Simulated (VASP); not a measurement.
Computed with r2SCAN meta-GGA, VASP's PBE PAW potentials (set 64) (plane waves; VASP).

Input for VASP

### POSCAR
```
SnPbSe2
1
    2.1556623089     1.2445727040     7.0419431359
   -2.1556623089     1.2445727040     7.0419431359
    0.0000000000    -2.4891444097     7.0419431361
Sn Pb Se
1 1 2
Direct
  0.5000000000   0.5000000000   0.5000000000
  0.0000000000   0.0000000000   0.0000000000
  0.7526274562   0.7526274562   0.7526274562
  0.2473725438   0.2473725438   0.2473725438
```

INCAR:
```
ALGO=Normal
EDIFF=1E-6
EDIFFG=-0.02
ENCUT=400
IBRION=2
ISIF=3
ISMEAR=0
LASPH=T
LCHARG=F
LMAXMIX=4
LMIXTAU=T
LREAL=F
LWAVE=F
METAGGA=R2SCAN
NELM=100
NSW=60
PREC=Accurate
SIGMA=0.05
SYSTEM=SnPbSe2
```

KPOINTS:
```
K-points
0
G
 6 6 6
0 0 0
```

POTCAR, in this order: Sn_d Pb_d Se (PBE.64 set). Program: vasp_std.

**Question.** What will the output report for the number of irreducible k-points (NKPTS), number of bands (NBANDS), largest plane-wave count, number of space-group operations, FFT grid (NGX, NGY, NGZ)?

**Answer.** 
The number of irreducible k-points (NKPTS) is 32 and the number of bands (NBANDS) is 24. The largest plane-wave count comes out as 2090 and the number of space-group operations is 12. The FFT grid (NGX, NGY, NGZ) is 50 × 50 × 50.

The structure comes from a computed database's SnPbSe2 entry (R-3m); how it stands against other phases isn't given here. It was relaxed first. The start is the result of an earlier pass.
